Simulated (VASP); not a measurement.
Consider the following.

```
CELL_PARAMETERS angstrom
      0.00000     2.24129     2.24129
      2.24129     0.00000     2.24129
      2.24129     2.24129     0.00000
ATOMIC_POSITIONS crystal
  Hf 0.00000 0.00000 0.00000
  N  0.50000 0.50000 0.50000
```

Computed with PBE GGA, VASP's PBE PAW potentials (set 64) (plane waves; VASP). Run with 620 eV cut-off, 14×14×14 Γ-centred mesh, first-order Methfessel-Paxton smearing of 0.10 eV, potentials Hf_pv N.

Energy and stress use the plane-wave basis of the starting cell.

Question: The ions, cell shape and volume at an external pressure of 20.0 GPa are relaxed. Which structure does the run end with?

Answer: 
```
CELL_PARAMETERS angstrom
      0.00000     2.21950     2.21950
      2.21950     0.00000     2.21950
      2.21950     2.21950     0.00000
ATOMIC_POSITIONS crystal
  Hf 0.00000 0.00000 0.00000
  N  0.50000 0.50000 0.50000
```
Space group Fm-3m (225), at a tolerance of 0.03 Å.

Question: How do energy and volume change from the first to the last step?

Answer: The energy (σ→0) changes by +29.8 meV/atom and the volume by -2.9 %, in 3 ionic steps.

The compound is HfN in the rock salt structure. This run relaxes it under an external pressure of 20 GPa. Symmetry was kept, so distortions that lower it aren't found. The electron count is odd and the run is not spin-polarised, which forces a metal.
